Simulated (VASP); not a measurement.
An input for Ansatz (written as the equivalent of a VASP run, and not itself run):

Ansatz 0.2 input:
```yaml
crystal:
  lattice:
    - [0.0000000, 2.6890281, 2.6890281]
    - [2.6890281, 0.0000000, 2.6890281]
    - [2.6890281, 2.6890281, 0.0000000]
  atoms:
    - { symbol: Si, position: [0.2500000, 0.2500000, 0.2500000] }
    - { symbol: Si, position: [0.7500000, 0.7500000, 0.7500000] }
    - { symbol: Ni, position: [0.0000000, 0.0000000, 0.0000000] }
kpoints:
  mp_grid: { grid: [10, 10, 10] }
hamiltonian:
  xc: r2scan
  dispersion: rvv10
  pseudopotentials: { kind: paw }
scf:
  occupations: { method: methfessel_paxton, width: 0.1 }
  max_iter: 100
output: { forces: true, stress: true, eigenvalues: true }
```

**Question.** Translate this input to VASP (INCAR, KPOINTS, POSCAR, choice of POTCAR).

**Answer.** This is not unique; one that fits is 
### POSCAR
```
NiSi2
1.0
  0.0000000000   2.6890281098   2.6890281098
  2.6890281098   0.0000000000   2.6890281098
  2.6890281098   2.6890281098   0.0000000000
Si Ni
2 1
Direct
  0.2500000000   0.2500000000   0.2500000000
  0.7500000000   0.7500000000   0.7500000000
  0.0000000000   0.0000000000   0.0000000000
```

INCAR:
```
# general
SYSTEM   = NiSi2
PREC     = Accurate
ENCUT    = 520   # plane-wave cut-off (eV)
LREAL    = .False.
LASPH    = .True.

# electronic loop
EDIFF    = 1E-7   # SCF stop (eV)
NELM     = 100
ALGO     = Normal
LMAXMIX  = 4
LMIXTAU  = .True.

# smearing
ISMEAR   = 1   # Methfessel-Paxton
SIGMA    = 0.1   # width (eV)

# functional
METAGGA  = R2SCAN
LUSE_VDW = .True.
BPARAM   = 11.95
CPARAM   = 0.0093

# ions
ISIF     = 2   # forces and stress, cell fixed

# output
LWAVE    = .False.
LCHARG   = .False.
```

File KPOINTS:
```
Regular mesh
0
Gamma
  10 10 10
0 0 0
```

POTCAR, in this order: Si Ni (PBE.64 set). Program: vasp_std.

What does not carry over: each code has its own PAW files, so the cut-off isn't converted (ENCUT is set for VASP's; basis.ecutwfc is left out, and Ansatz then takes the one that its files recommend); Ansatz stops its SCF on the density residual and VASP on the energy change (EDIFF).

The compound is NiSi2 in the fluorite structure. It was relaxed first.
